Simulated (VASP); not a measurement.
Si2GeC3:

```
CELL_PARAMETERS angstrom
3.45757 0.00000 0.00000
-1.72879 2.99435 0.00000
0.00000 0.00000 17.02258
ATOMIC_POSITIONS crystal
Si 0.33333 0.66667 0.33333
Si 0.33333 0.66667 0.66667
Si 0.66667 0.33333 0.16667
Si 0.66667 0.33333 0.83333
Ge 0.33333 0.66667 0.00000
Ge 0.66667 0.33333 0.50000
C 0.33333 0.66667 0.12833
C 0.33333 0.66667 0.46167
C 0.33333 0.66667 0.79500
C 0.66667 0.33333 0.29500
C 0.66667 0.33333 0.62833
C 0.66667 0.33333 0.96167
```

The cell was built by a generator and needn't be a form met in nature.

```yaml
Program: VASP 6.6.1
Task: relaxation of cell and atoms
Functional: PBE
Potentials_or_basis: VASP PAW PBE potentials, release 64 (Si, Ge_d, C)
Cutoff: 600 eV
k_mesh: 6 × 6 × 1
Occupations: gaussian, width 0.1 eV
Spin: no spin polarisation
```

At the start: pressure -30.7 GPa; volume 14.69 Å³/atom.

Task: How do energy, volume and symmetry change on relaxing?

Result: Over 9 steps the energy falls by 471.8 meV/atom and the volume is 11.03 Å³/atom (-24.9 %); space group P6_3mc (No. 186, to 0.05 Å).

The path:
```tsv
step	energy change (eV)	largest force (eV/Å)	pressure (GPa)	volume (Å³)
1	0.0000	1.2250	-30.74	176.24
2	-3.3634	1.3204	42.29	113.69
3	-5.5084	1.3879	-0.14	132.90
4	-5.5092	1.3882	0.98	132.12
5	-5.6015	0.8194	1.59	131.58
6	-5.6311	0.4109	1.24	131.75
7	-5.6599	0.0688	-0.82	133.10
8	-5.6603	0.0888	-0.64	132.96
9	-5.6615	0.0263	0.24	132.33
```

Final structure:
```xyz
12
Lattice="3.1396 0.0000 0.0000 -1.5698 2.7189 0.0000 0.0000 0.0000 15.5022" Properties=species:S:1:pos:R:3 pbc="T T T"
Si    0.0000    1.8126    5.1668
Si    0.0000    1.8126   10.3914
Si    1.5698    0.9063    2.6403
Si    1.5698    0.9063   12.9179
Ge    0.0000    1.8126    0.0198
Ge    1.5698    0.9063    7.7709
C     0.0000    1.8126    2.0307
C     0.0000    1.8126    7.0629
C     0.0000    1.8126   12.3011
C     1.5698    0.9063    4.5500
C     1.5698    0.9063    9.7819
C     1.5698    0.9063   14.8140
```

Caveat: the volume moved by over 15 % at a fixed basis, so the end points are rough.
